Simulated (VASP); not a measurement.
The input files of a VASP run:

File POSCAR:
```
ZnS
3.89640
  0.5000000000  -0.8660253054   0.0000000000
  0.5000000000   0.8660253054   0.0000000000
  0.0000000000   0.0000000000   1.6387434555
Zn S
2 2
Cartesian
  0.5000000000  -0.2886756792   0.8193717277
  0.5000000000   0.2886756792   0.0000000000
  0.5000000000  -0.2886756792   1.4339005236
  0.5000000000   0.2886756792   0.6145287958
```

**INCAR**
```
ENCUT = 400   # plane-wave cut-off (eV)
NELM = 100   # most electronic steps
LASPH = T   # aspherical one-centre terms
LCHARG = F
PREC = Accurate
EDIFF = 1E-6   # SCF stop (eV)
SIGMA = 0.05
LMAXMIX = 4   # l cut-off of mixed one-centre charges
SYSTEM = ZnS
GGA = PE   # PBE
ISMEAR = 0
ALGO = Normal   # blocked Davidson
ISIF = 2   # forces and stress, cell fixed
LREAL = F   # projection in real space or not
LWAVE = F
```

**KPOINTS**
```
Regular mesh
0
gamma
  3 3 2
```

POTCAR, in this order: Zn S (PBE.64 set). Program: vasp_std.

### Question
Write an equivalent input for Quantum ESPRESSO's pw.x.

### Answer
One equivalent input (not run):
```
&CONTROL
  calculation = 'scf'
  pseudo_dir = './pseudo'
  outdir = './out'
  tprnfor = .true.
  tstress = .true.
/
&SYSTEM
  ibrav = 0
  nat = 4
  ntyp = 2
  ecutwfc = 84
  occupations = 'smearing'
  smearing = 'gaussian'
  degauss = 0.003675
  input_dft = 'pbe'
/
&ELECTRONS
  conv_thr = 7.3e-08
  electron_maxstep = 100
/
ATOMIC_SPECIES
  Zn 65.380 Zn.upf
  S 32.060 S.upf
CELL_PARAMETERS angstrom
     1.9482000   -3.3743810    0.0000000
     1.9482000    3.3743810    0.0000000
     0.0000000    0.0000000    6.3852000
ATOMIC_POSITIONS crystal
  Zn   0.6666670  0.3333330  0.5000000
  Zn   0.3333330  0.6666670  0.0000000
  S    0.6666670  0.3333330  0.8750000
  S    0.3333330  0.6666670  0.3750000
K_POINTS automatic
  3 3 2 0 0 0
```
Limits of the translation: the potentials are each code's own (VASP's PAW set, PseudoDojo norm-conserving files in pw.x), so ENCUT and ecutwfc are chosen apart and not converted; conv_thr bounds pw.x's estimated SCF error, while EDIFF bounds the energy change between steps.

The compound is ZnS in the wurtzite structure, the high-temperature form. The cell was not relaxed at this level. The k-mesh is coarse (spacing up to 0.62 per Å, 2π included), so the numbers may not be converged in it. The run is one of a series of settings (KPOINTS 3×3×2 Γ-centred mesh against the base run), some of them coarse on purpose.
